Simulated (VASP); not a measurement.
An input for Quantum ESPRESSO's pw.x (written as the equivalent of a VASP run, and not itself run):

```
&CONTROL
  calculation = 'vc-relax'
  pseudo_dir = './pseudo'
  outdir = './out'
  tprnfor = .true.
  tstress = .true.
  nstep = 30
  forc_conv_thr = 0.00039
/
&SYSTEM
  ibrav = 0
  nat = 3
  ntyp = 2
  ecutwfc = 70
  occupations = 'smearing'
  smearing = 'gaussian'
  degauss = 0.003675
  input_dft = 'revpbe'
/
&ELECTRONS
  conv_thr = 7.3e-09
  electron_maxstep = 100
/
&IONS
/
&CELL
  cell_dofree = 'shape'
/
ATOMIC_SPECIES
  Pb 207.200 Pb.upf
  I 126.904 I.upf
CELL_PARAMETERS angstrom
     2.4083027   -4.1713028    0.0000000
     2.4083027    4.1713028    0.0000000
     0.0000000    0.0000000    9.1487000
ATOMIC_POSITIONS crystal
  Pb   0.0000000  0.0000000  0.0000000
  I    0.3333330  0.6666670  0.2034649
  I    0.6666670  0.3333330  0.7965351
K_POINTS automatic
  6 6 3 0 0 0
```

### Question
Write the VASP files for the same calculation (revPBE).

### Answer
This is not unique; one that fits is 
File KPOINTS:
```
Automatic mesh
0
Gamma
6 6 3
0 0 0
```

INCAR:
```
GGA=RE   ! revPBE
IBRION=2   ! conjugate gradients
LASPH=T   ! aspherical one-centre terms
SIGMA=0.05
LWAVE=F
EDIFFG=-0.01   ! ionic stop
ISIF=4
ISMEAR=0
LREAL=F   ! projection in real space or not
PREC=Accurate
EDIFF=1E-7
NSW=30   ! most ionic steps
LCHARG=F
NELM=100   ! most electronic steps
SYSTEM=PbI2
LMAXMIX=4
ALGO=Normal
ENCUT=520   ! plane-wave cut-off (eV)
```

POSCAR:
```
PbI2
1
    2.4083026944    -4.1713028082     0.0000000000
    2.4083026944     4.1713028082     0.0000000000
    0.0000000000     0.0000000000     9.1487000473
Pb I
1 2
Direct
  0.0000000000   0.0000000000   0.0000000000
  0.3333330000   0.6666670000   0.2034649358
  0.6666670000   0.3333330000   0.7965350642
```

POTCAR, in this order: Pb_d I (PBE.64 set). Program: vasp_std.

The two are equivalent in intent, not identical: the potentials are each code's own (VASP's PAW set, PseudoDojo norm-conserving files in pw.x), so ENCUT and ecutwfc are chosen apart and not converted; conv_thr bounds pw.x's estimated SCF error, while EDIFF bounds the energy change between steps; forc_conv_thr acts on force components and is met together with etot_conv_thr.

The compound is PbI2 in the 1T layered structure. This cell is one point of a volume scan, at 1.03 of the reference volume. Symmetry was kept, so distortions that lower it aren't found.
